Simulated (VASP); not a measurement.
Calculation: r2SCAN meta-GGA, VASP's PBE PAW potentials (set 64) (plane waves; VASP).

A VASP calculation is set up with these files.

**INCAR**
```
SYSTEM = NiO
PREC = Accurate; ENCUT = 520; LREAL = .FALSE.
LASPH = .TRUE.
EDIFF = 1E-6; NELM = 100; ALGO = Normal
LMAXMIX = 4; LMIXTAU = .TRUE.
ISMEAR = 0; SIGMA = 0.05
METAGGA = R2SCAN
MAGMOM = 0.3 1.7
ISPIN = 2
IBRION = 2; NSW = 60; ISIF = 3
EDIFFG = -0.01
LWAVE = .FALSE.; LCHARG = .FALSE.; LORBIT = 10
```

**POSCAR**
```
NiO
1
    0.0000000000     2.0933774625     2.0933774625
    2.0933774625     0.0000000000     2.0933774625
    2.0933774625     2.0933774625     0.0000000000
O Ni
1 1
Direct
  0.0000000000   0.0000000000   0.0000000000
  0.5000000000   0.5000000000   0.5000000000
```

### KPOINTS
```
Automatic mesh
0
Gamma
10 10 10
0 0 0
```

POTCAR, in this order: O Ni (PBE.64 set). Program: vasp_std.

The moments were started parallel, and other spin orders were not tried in this run.

Question: What does the run give for the energy per atom (σ→0), cell moment, volume per atom, band gap (on the k-mesh)?

Answer: 
The energy per atom (σ→0) is -10.055 eV/atom and the cell moment is 2.00 μB. The band gap (on the k-mesh) is 0.74 eV and the volume per atom is 9.19 Å³/atom.

File OSZICAR:
```
...
DAV:   1    -0.201112379808E+02   -0.37927E-03   -0.59766E-03  2574   0.144E+00    0.143E-01
DAV:   2    -0.201108957570E+02    0.34222E-03   -0.86363E-04  2829   0.687E-01    0.860E-02
DAV:   3    -0.201108994176E+02   -0.36606E-05   -0.39529E-05  2452   0.768E-02    0.581E-02
DAV:   4    -0.201108931808E+02    0.62367E-05   -0.41822E-06  2496   0.235E-02    0.180E-02
DAV:   5    -0.201108904537E+02    0.27271E-05   -0.57958E-07  1617   0.254E-02    0.649E-03
DAV:   6    -0.201108885933E+02    0.18604E-05   -0.11019E-06  1227   0.166E-02    0.223E-03
DAV:   7    -0.201108893670E+02   -0.77376E-06   -0.14766E-07  1222   0.661E-03
   3 F= -.20110889E+02 E0= -.20110889E+02  d E =-.277884E-04  mag=     2.0000
```

The structure was generated: NiO was put into the rocksalt type (Fm-3m), which need not be its known phase. This run relaxes it. Symmetry was kept, so distortions that lower it aren't found. The start is the result of an earlier pass.
